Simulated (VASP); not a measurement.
Cu3Au (L1_2): the bulk modulus from VASP (plane waves, PAW) at several levels of theory. Static lattice, third-order Birch-Murnaghan fit over five volumes.

| level | bulk modulus (GPa) |
|---|---|
| LDA | 183 |
| PBE | 140 |
| PBEsol | 166 |
| revPBE | 127 |
| PW91 | 139 |
| PBE-D3 (zero damping) | 156 |
| optB86b-vdW | 152 |
| vdW-DF2 | 99.8 |
| vdW-DF-cx | 161 |

The cell of the LDA run:

```
AuCu3
1.0
    3.67934     0.00000     0.00000
    0.00000     3.67934     0.00000
    0.00000     0.00000     3.67934
Cu Au
3 1
Cartesian
  0.00000   1.83967   1.83967
  1.83967   0.00000   1.83967
  1.83967   1.83967   0.00000
  0.00000   0.00000   0.00000
```

Only levels that ran to the end are used. Left out are those held back, those with too coarse a band path, GW runs whose mesh misses a band edge, hybrids' fits of cells that aren't cubic and levels without matching references; a question may draw on a part of the rest.

The compound is Cu3Au in the L1_2 structure.
